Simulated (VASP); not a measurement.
Level of theory: PBE GGA, VASP's PBE PAW potentials (set 64) (plane waves; VASP 6.6.1).

Input for VASP

File POSCAR:
```
Tb
1
    3.2949790000     0.0000000000     0.0000000000
    0.0000000000     3.2949790000     0.0000000000
    0.0000000000     0.0000000000     3.2949790000
Tb
1
Direct
  0.0000000000   0.0000000000   0.0000000000
```

### INCAR
```
SYSTEM = Tb
PREC = Accurate; ENCUT = 400; LREAL = F
LASPH = T
EDIFF = 1E-6; NELM = 100; ALGO = Normal
LMAXMIX = 6
ISMEAR = 2; SIGMA = 0.02
GGA = PE
ISIF = 2
LWAVE = F; LCHARG = F
```

### KPOINTS
```
Automatic
0
gamma
 10 10 10
```

POTCAR, in this order: Tb_3 (PBE.64 set). Program: vasp_std.

What VASP printed:

File OSZICAR:
```
       N       E                     dE             d eps       ncg     rms          rms(c)
DAV:   1     0.273154276952E+01    0.27315E+01   -0.38454E+03   912   0.727E+02
DAV:   2    -0.369600559233E+01   -0.64275E+01   -0.62086E+01  1408   0.731E+01
DAV:   3    -0.378505981453E+01   -0.89054E-01   -0.88795E-01  1096   0.639E+00
DAV:   4    -0.378570244418E+01   -0.64263E-03   -0.64298E-03  1496   0.429E-01
DAV:   5    -0.378570358480E+01   -0.11406E-05   -0.11405E-05  1152   0.120E-02    0.126E+01
DAV:   6    -0.378837995565E+01   -0.26764E-02   -0.11791E-02  1096   0.863E-01    0.753E+00
DAV:   7    -0.379398476437E+01   -0.56048E-02   -0.20023E-02  1128   0.113E+00    0.415E-01
DAV:   8    -0.379345088179E+01    0.53388E-03   -0.12436E-03  1064   0.267E-01    0.183E-01
DAV:   9    -0.379347893338E+01   -0.28052E-04   -0.29565E-04  1184   0.135E-01    0.565E-02
DAV:  10    -0.379347103908E+01    0.78943E-05   -0.26073E-05  1128   0.381E-02    0.484E-03
DAV:  11    -0.379347143449E+01   -0.39541E-06   -0.91277E-07   976   0.923E-03
   1 F= -.37934714E+01 E0= -.37934518E+01  d E =-.784934E-04
```

File OUTCAR:
```
------------------------ aborting loop because EDIFF is reached ----------------------------------------
  FORCE on cell =-STRESS in cart. coord.  units (eV):
  Direction    XX          YY          ZZ          XY          YZ          ZX
  --------------------------------------------------------------------------------------
  Total       -0.2125266     -0.2125266     -0.2125266     -0.0000000     -0.0000000      0.0000000
  in kB       -9.5184438     -9.5184438     -9.5184438     -0.0000000     -0.0000000      0.0000000
  external PRESSURE =      -9.5184438 kB  Pullay stress =       0.0000000 kB
  volume of cell :       35.77
      direct lattice vectors                 reciprocal lattice vectors
     3.294979000  0.000000000  0.000000000     0.303492071  0.000000000  0.000000000
     0.000000000  3.294979000  0.000000000     0.000000000  0.303492071  0.000000000
     0.000000000  0.000000000  3.294979000     0.000000000  0.000000000  0.303492071
 POSITION                                       TOTAL-FORCE (eV/Angst)
 -----------------------------------------------------------------------------------
      0.00000      0.00000      0.00000         0.000000      0.000000      0.000000
 -----------------------------------------------------------------------------------
    total drift:                                0.000000     -0.000000      0.000000
  FREE ENERGIE OF THE ION-ELECTRON SYSTEM (eV)
  ---------------------------------------------------
  free  energy   TOTEN  =        -3.7934714345 eV

  energy  without entropy=       -3.7933929410  energy(sigma->0) =       -3.79345181
```
(Selected blocks of OUTCAR.)

OUTCAR:
```
 val. band max:        2.6404265216   @ k =   0.2000   0.0000   0.0000

 cond. band min:       2.6669649532   @ k =   0.5000   0.5000   0.0000


 Fermi energy:         2.6669135408

 k-point     1 :       0.0000    0.0000    0.0000
  band No.  band energies     occupation
      1     -19.9436      2.00000
      2     -19.9436      2.00000
      3     -19.9436      2.00000
      4      -1.9271      2.00000
      5       1.9475      2.00000
      6       1.9475      2.00000
      7       8.2863      0.00000
      8       8.2863      0.00000

 k-point     2 :       0.1000    0.0000    0.0000
  band No.  band energies     occupation
      1     -20.0229      2.00000
      2     -19.9369      2.00000
      3     -19.9369      2.00000
      4      -1.7228      2.00000
      5       2.0084      2.00000
      6       2.1408      2.00000
      7       7.8589      0.00000
      8       7.8589      0.00000

 k-point     3 :       0.2000    0.0000    0.0000
  band No.  band energies     occupation
      1     -20.2248      2.00000
      2     -19.9195      2.00000
      3     -19.9195      2.00000
      4      -1.1736      2.00000
      5       2.1755      2.00000
      6       2.6404      2.05184
      7       7.0061      0.00000
      8       7.0061      0.00000

 k-point     4 :       0.3000    0.0000    0.0000
  band No.  band energies     occupation
      1     -20.4641      2.00000
      2     -19.8978      2.00000
      3     -19.8978      2.00000
      4      -0.4265      2.00000
      5       2.3996      2.00000
      6       3.1190      0.00000
      7       6.2139      0.00000
      8       6.2139      0.00000

 k-point     5 :       0.4000    0.0000    0.0000
  band No.  band energies     occupation
      1     -20.6502      2.00000
      2     -19.8801      2.00000
      3     -19.8801      2.00000
      4       0.3283      2.00000
      5       2.5981      1.99994
      6       3.1328      0.00000
      7       5.6866      0.00000
...
```

The 4f electrons are frozen in the core of the lanthanide potential, so 4f levels, which can set the real gap, and their magnetism are missing.

The structure was generated: Tb was put into the simple-cubic type (Pm-3m), which need not be its known phase. The cell was not relaxed at this level. The run is one of a series of settings (ISMEAR = 2, SIGMA = 0.02 against the base run), some of them coarse on purpose.
